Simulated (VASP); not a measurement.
```yaml
crystal:
  lattice:
    - [0.00000, 2.93500, 2.93500]
    - [2.93500, 0.00000, 2.93500]
    - [2.93500, 2.93500, 0.00000]
  atoms:
    - { symbol: In, position: [0.00000, 0.00000, 0.00000] }
    - { symbol: P, position: [0.25000, 0.25000, 0.25000] }
```

The base run (VASP): PBE GGA, plane waves, VASP's PBE PAW potentials (set 64). Numerical set-up: 400 eV cut-off, 7×7×7 Γ-centred mesh, Gaussian smearing of 0.050 eV, potentials In_d P.

One setting is varied; ΔE counts from the base run. The base run took about 8 core-seconds. Times come from single runs on busy shared machines, so they are rough: good to a factor of about 2.

Pressures at a finite cut-off, here 400 eV, hold a Pulay part, which wasn't tested here.

```csv
setting,cost over the base run,electronic steps,ΔE (meV/atom),pressure (GPa)
SYMPREC = 1E-3,within a factor of 2,13,0.0,2.92
ISYM = 1,within a factor of 2,13,0.0,2.92
base run,reference,13,0.0,2.92
ISYM = 0,about 4 times,13,0.0,2.92
ISYM = -1,about 7 times,13,0.0,2.91
```

Left out are runs that failed, have no time on record or changed the cell.

The compound is InP in the zinc blende structure. The cell was not relaxed at this level.
